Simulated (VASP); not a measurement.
An input for Quantum ESPRESSO's pw.x (written as the equivalent of a VASP run, and not itself run):

```
&CONTROL
  calculation = 'scf'
  pseudo_dir = './pseudo'
  outdir = './out'
  tprnfor = .true.
  tstress = .true.
/
&SYSTEM
  ibrav = 0
  nat = 2
  ntyp = 2
  ecutwfc = 84
  occupations = 'tetrahedra'
  input_dft = 'rpbe'
/
&ELECTRONS
  conv_thr = 7.3e-09
  electron_maxstep = 100
/
ATOMIC_SPECIES
  Mg 24.305 Mg.upf
  O 15.999 O.upf
CELL_PARAMETERS angstrom
     0.0000000    2.1446435    2.1446435
     2.1446435    0.0000000    2.1446435
     2.1446435    2.1446435    0.0000000
ATOMIC_POSITIONS crystal
  Mg   0.0000000  0.0000000  0.0000000
  O    0.5000000  0.5000000  0.5000000
K_POINTS automatic
  12 12 12 0 0 0
```

Translate this input to VASP (INCAR, KPOINTS, POSCAR, choice of POTCAR).

Several could match; the one computed here: 
INCAR:
```
! general
SYSTEM  =  MgO
PREC    =  Accurate
ENCUT   =  520
LREAL   =  .FALSE.
LASPH   =  .TRUE.

! electronic loop
EDIFF   =  1E-7
NELM    =  100
ALGO    =  Normal

! smearing
ISMEAR  =  -5

! functional
GGA     =  RP

! ions
ISIF    =  2

! output
LWAVE   =  .FALSE.
LCHARG  =  .TRUE.
LORBIT  =  11
NEDOS   =  601
```

**KPOINTS**
```
Automatic mesh
0
Gamma
12 12 12
0 0 0
```

### POSCAR
```
MgO
1.0
  0.0000000000   2.1446434837   2.1446434837
  2.1446434837   0.0000000000   2.1446434837
  2.1446434837   2.1446434837   0.0000000000
Mg O
1 1
Direct
  0.0000000000   0.0000000000   0.0000000000
  0.5000000000   0.5000000000   0.5000000000
```

POTCAR, in this order: Mg O (PBE.64 set). Program: vasp_std.

Limits of the translation: the potentials are each code's own (VASP's PAW set, PseudoDojo norm-conserving files in pw.x), so ENCUT and ecutwfc are chosen apart and not converted; conv_thr bounds pw.x's estimated SCF error, while EDIFF bounds the energy change between steps.

The compound is MgO in the rock salt structure. It was relaxed first, which changed the volume by +6 %.
